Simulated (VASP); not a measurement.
VASP ran on this input.

File POSCAR:
```
CuI
1
    4.0767437520    -0.0000000000     0.0000000000
   -2.0383718760     3.5305638439    -0.0000000000
    0.0000000000     0.0000000000     7.4172643741
Cu I
2 2
Direct
  0.6666670000   0.3333330000   0.5902740180
  0.3333330000   0.6666670000   0.4097259820
  0.3333330000   0.6666670000   0.7544532041
  0.6666670000   0.3333330000   0.2455467959
```

### INCAR
```
# general
SYSTEM  = CuI
PREC    = Accurate
ENCUT   = 400
LREAL   = F   # projection in real space or not
LASPH   = T   # aspherical one-centre terms

# electronic loop
EDIFF   = 1E-6
NELM    = 100
ALGO    = Normal   # blocked Davidson
LMAXMIX = 4   # l cut-off of mixed one-centre charges
LMIXTAU = T

# smearing
ISMEAR  = 0   # Gaussian
SIGMA   = 0.05   # width (eV)

# functional
METAGGA = R2SCAN

# ions
IBRION  = 2   # conjugate gradients
NSW     = 60
ISIF    = 3   # ions, shape and volume
EDIFFG  = -0.02   # ionic stop

# output
LWAVE   = F
LCHARG  = F
```

### KPOINTS
```
K-points
0
Gamma
 6 6 3
```

POTCAR, in this order: Cu I (PBE.64 set). Program: vasp_std.

### Question
Write an equivalent input for Ansatz.

### Answer
One equivalent input (not run):
Ansatz 0.2 input:
```yaml
crystal:
  lattice:
    - [4.0767438, 0.0000000, 0.0000000]
    - [-2.0383719, 3.5305638, 0.0000000]
    - [0.0000000, 0.0000000, 7.4172644]
  atoms:
    - { symbol: Cu, position: [0.6666670, 0.3333330, 0.5902740] }
    - { symbol: Cu, position: [0.3333330, 0.6666670, 0.4097260] }
    - { symbol: I, position: [0.3333330, 0.6666670, 0.7544532] }
    - { symbol: I, position: [0.6666670, 0.3333330, 0.2455468] }
kpoints:
  mp_grid: { grid: [6, 6, 3] }
hamiltonian:
  xc: r2scan
  pseudopotentials: { kind: paw }
scf:
  occupations: { method: gaussian, width: 0.05 }
  max_iter: 100
relax:
  max_steps: 60
  f_tol: 0.02
  cell: {}
output: { forces: true, stress: true, eigenvalues: true }
```
Limits of the translation: each code has its own PAW files, so the cut-off isn't converted (ENCUT is set for VASP's; basis.ecutwfc is left out, and Ansatz then takes the one that its files recommend); Ansatz stops its SCF on the density residual and VASP on the energy change (EDIFF).

The structure comes from a computed database's CuI entry (P-3m1); how it stands against other phases isn't given here. This run relaxes it. Symmetry was kept, so distortions that lower it aren't found. The start is the result of an earlier pass.
